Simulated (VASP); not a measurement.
Computed with PW91 GGA, VASP's PBE PAW potentials (set 64) (plane waves; VASP 6.6.1).

Input for VASP

### INCAR
```
# general
SYSTEM =PbS
PREC   =Accurate
ENCUT  =520
LREAL  =F
LASPH  =T

# electronic loop
EDIFF  =1E-7
NELM   =100
ALGO   =Normal
LMAXMIX=4

# smearing
ISMEAR =0
SIGMA  =0.05

# functional
GGA    =91

# ions
ISIF   =2

# output
LWAVE  =F
LCHARG =F
```

**POSCAR**
```
PbS
1
    0.0000000000     3.0602121714     3.0602121714
    3.0602121714     0.0000000000     3.0602121714
    3.0602121714     3.0602121714     0.0000000000
Pb S
1 1
Direct
  0.0000000000   0.0000000000   0.0000000000
  0.5000000000   0.5000000000   0.5000000000
```

KPOINTS:
```
Automatic
0
G
8 8 8
```

POTCAR, in this order: Pb_d S (PBE.64 set). Program: vasp_std.

Output of the run:

**OSZICAR**
```
       N       E                     dE             d eps       ncg     rms          rms(c)
DAV:   1     0.161788408069E+03    0.16179E+03   -0.96843E+03   820   0.145E+03
DAV:   2     0.473257226558E+01   -0.15706E+03   -0.15257E+03   872   0.356E+02
DAV:   3    -0.905448691297E+01   -0.13787E+02   -0.13709E+02  1046   0.108E+02
DAV:   4    -0.941427197446E+01   -0.35979E+00   -0.35950E+00   898   0.210E+01
DAV:   5    -0.942746719102E+01   -0.13195E-01   -0.13195E-01  1158   0.391E+00    0.405E+00
DAV:   6    -0.879940550682E+01    0.62806E+00   -0.20743E+00  1206   0.117E+01    0.281E+00
DAV:   7    -0.880186220578E+01   -0.24567E-02   -0.15989E-01   862   0.239E+00    0.172E+00
DAV:   8    -0.880477070235E+01   -0.29085E-02   -0.18206E-02   902   0.146E+00    0.383E-01
DAV:   9    -0.880415569127E+01    0.61501E-03   -0.34640E-03  1140   0.471E-01    0.127E-01
DAV:  10    -0.880440978844E+01   -0.25410E-03   -0.43649E-04   872   0.163E-01    0.824E-02
DAV:  11    -0.880440978353E+01    0.49099E-08   -0.23291E-05  1052   0.437E-02    0.820E-03
DAV:  12    -0.880441077445E+01   -0.99093E-06   -0.19002E-06   890   0.923E-03    0.680E-03
DAV:  13    -0.880441060473E+01    0.16973E-06   -0.54039E-07  1040   0.520E-03    0.217E-03
DAV:  14    -0.880441065312E+01   -0.48394E-07   -0.35939E-08   538   0.143E-03
   1 F= -.88044107E+01 E0= -.88044107E+01  d E =-.182339E-12
```

File OUTCAR:
```
------------------------ aborting loop because EDIFF is reached ----------------------------------------
  FORCE on cell =-STRESS in cart. coord.  units (eV):
  Direction    XX          YY          ZZ          XY          YZ          ZX
  --------------------------------------------------------------------------------------
  Total       -0.9812996     -0.9812996     -0.9812996      0.0000000      0.0000000     -0.0000000
  in kB      -27.4301123    -27.4301123    -27.4301123      0.0000000      0.0000000     -0.0000000
  external PRESSURE =     -27.4301123 kB  Pullay stress =       0.0000000 kB
  volume of cell :       57.32
      direct lattice vectors                 reciprocal lattice vectors
     0.000000000  3.060212171  3.060212171    -0.163387364  0.163387364  0.163387364
     3.060212171  0.000000000  3.060212171     0.163387364 -0.163387364  0.163387364
     3.060212171  3.060212171  0.000000000     0.163387364  0.163387364 -0.163387364
  FREE ENERGIE OF THE ION-ELECTRON SYSTEM (eV)
  ---------------------------------------------------
  free  energy   TOTEN  =        -8.8044106531 eV

  energy  without entropy=       -8.8044106531  energy(sigma->0) =       -8.80441065
```
(Selected blocks of OUTCAR.)

The compound is PbS in the rock salt structure. This cell is one point of a volume scan, at 1.06 of the reference volume.
